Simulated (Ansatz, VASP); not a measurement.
TaF3 in VASP and in Ansatz

```
Ta F
1.0
     3.90120    0.00000    0.00000
     0.00000    3.90120    0.00000
     0.00000    0.00000    3.90120
Ta F
1 3
Direct
  0.00000 0.00000 0.00000
  0.50000 0.00000 0.00000
  0.00000 0.50000 0.00000
  0.00000 0.00000 0.50000
```

Alike in both runs: task single point; functional PBE; k mesh 6 × 6 × 6; occupations fermi-dirac, width 0.15 eV; no spin polarisation.

|  | VASP | Ansatz |
| --- | --- | --- |
| version | VASP 6.6.1 | Ansatz 0.2.0 |
| potentials or method | VASP PAW PBE potentials, release 64 (Ta_pv, F) | plane waves, PAW |
| plane-wave cutoff (eV) | 520 | 470 |
| valence electrons in the cell | 32 | 34 |

```tsv
	VASP	Ansatz	Ansatz less VASP
pressure (GPa)	26.3	25.9	-0.44
```

The two sets of potentials don't hold the same shells in valence.

Caveats: so large a pressure means that the cell lies far from this level's equilibrium, or that cutoff or potentials fall short (VASP). Spin-orbit coupling is left out, which matters for the levels of Ta.
